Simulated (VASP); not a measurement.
A convergence study with VASP on Bi: one setting is varied, all else stays as given below, so the limit is that of these other settings.

```
Bi
1.0
    4.52725     0.00000     0.00000
   -2.26363     3.92071     0.00000
    0.00000     0.00000    23.45631
Bi
6
Direct
  0.00000   0.00000   0.36618
  0.66667   0.33333   0.29843
  0.66667   0.33333   0.53387
  0.33333   0.66667   0.46613
  0.33333   0.66667   0.70157
  0.00000   0.00000   0.63382
```

Level of theory: PBEsol GGA, VASP's PBE PAW potentials (set 64) (plane waves; VASP). The tightest run used: 600 eV cut-off, 8×8×1 Γ-centred mesh, Gaussian smearing of 0.10 eV, potentials Bi_d.

Q: The settings run are ENCUT = 150; ENCUT = 180; ENCUT = 210; ENCUT = 255; ENCUT = 360; ENCUT = 450; ENCUT = 600. From which on does the largest force stay within 0.01 eV/Å of the tightest run?

A: From ENCUT = 210 on: it is off by 0.001 there and by no more than 0.01 in any finer run, while ENCUT = 180 is off by 0.014.
```csv
setting,E (eV/atom),largest force (eV/Å),plane waves,difference judged (eV/Å)
ENCUT = 150,2.0577,0.721,1781,0.623
ENCUT = 180,-3.4617,0.084,2321,0.014
ENCUT = 210,-4.1392,0.099,2923,0.001
ENCUT = 255,-4.2010,0.100,3884,0.002
ENCUT = 360,-4.1983,0.096,6513,0.002
ENCUT = 450,-4.1998,0.100,9052,0.002
ENCUT = 600,-4.2000,0.098,13929,0.000
```

Left out are rungs that failed or repeat a setting and relaxations that didn't move; long series are thinned to 24 rows.

The cell is a sheet or thin cut with vacuum, built from a generated structure.
